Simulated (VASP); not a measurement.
Data:

```xyz
1
Lattice="0.0000 1.8050 1.8050 1.8050 0.0000 1.8050 1.8050 1.8050 0.0000" Properties=species:S:1:pos:R:3 pbc="T T T"
Cu     0.0000     0.0000     0.0000
```

The numbers are results of revPBE GGA, VASP's PBE PAW potentials (set 64) (plane waves; VASP), not measurements. Settings: 520 eV cut-off, 16×16×16 Γ-centred mesh, first-order Methfessel-Paxton smearing of 0.10 eV, potentials Cu.

Energy and stress use the plane-wave basis of the starting cell.

Problem. The ions, cell shape and volume are relaxed. Predict the relaxed structure.

Solution. 
```xyz
1
Lattice="0.0000 1.8327 1.8327 1.8327 0.0000 1.8327 1.8327 1.8327 0.0000" Properties=species:S:1:pos:R:3 pbc="T T T"
Cu     0.0000     0.0000     0.0000
```
Space group Fm-3m (225), at a tolerance of 0.03 Å.

Problem. How do energy and volume change from the first to the last step?

Solution. The energy (σ→0) changes by -10.7 meV/atom and the volume by +4.7 %, in 3 ionic steps.

The compound is Cu in the fcc structure. This run relaxes it. Symmetry was kept, so distortions that lower it aren't found.
